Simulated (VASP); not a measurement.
A run of VASP 6.6.1 is set up as follows.

The input INCAR:

```
ALGO = Normal ; AMIX = 0.2
AMIX_MAG = 0.8 ; BMIX = 1E-4
BMIX_MAG = 1E-4 ; EDIFF = 1E-6
EDIFFG = -0.01 ; ENCUT = 600
GGA = PS ; IBRION = 2
ISIF = 3 ; ISMEAR = 0
ISPIN = 2 ; LASPH = True
LCHARG = False ; LMAXMIX = 4
LORBIT = 11 ; LREAL = False
LWAVE = False ; MAGMOM = 4 0
NELM = 150 ; NSW = 90
PREC = Accurate ; SIGMA = 0.03
```

KPOINTS

```
k-points
0
Gamma
  10 10 10
```

POSCAR

```
MnS
1.0
    0.0000000000      2.6045000000      2.6045000000
    2.6045000000      0.0000000000      2.6045000000
    2.6045000000      2.6045000000      0.0000000000
Mn S
1 1
Direct
    0.0000000000      0.0000000000      0.0000000000
    0.5000000000      0.5000000000      0.5000000000
```

Potentials or basis: VASP PAW PBE potentials, release 64 (Mn_pv, S).

Command:

```bash
$ cat potpaw_PBE.64/Mn_pv/POTCAR potpaw_PBE.64/S/POTCAR > POTCAR
$ mpirun -np 1 vasp_std > vasp.out
```

(1) Estimate the band gap on the k mesh.

(2) What does it give for the relaxed volume?

Results:

(1) none (metal or under the smearing width).

(2) 15.08 Å³/atom.

Caveat: the PAW data sets were made with another functional, which shifts forces and pressure a little; the volume moved by -15 % from the deposited cell, more than functionals usually miss; a cell with one magnetic atom can't hold antiferromagnetic order, which such compounds often take; semilocal functionals often make such compounds metallic where correlation or magnetic order opens a gap, which also shifts bond lengths.
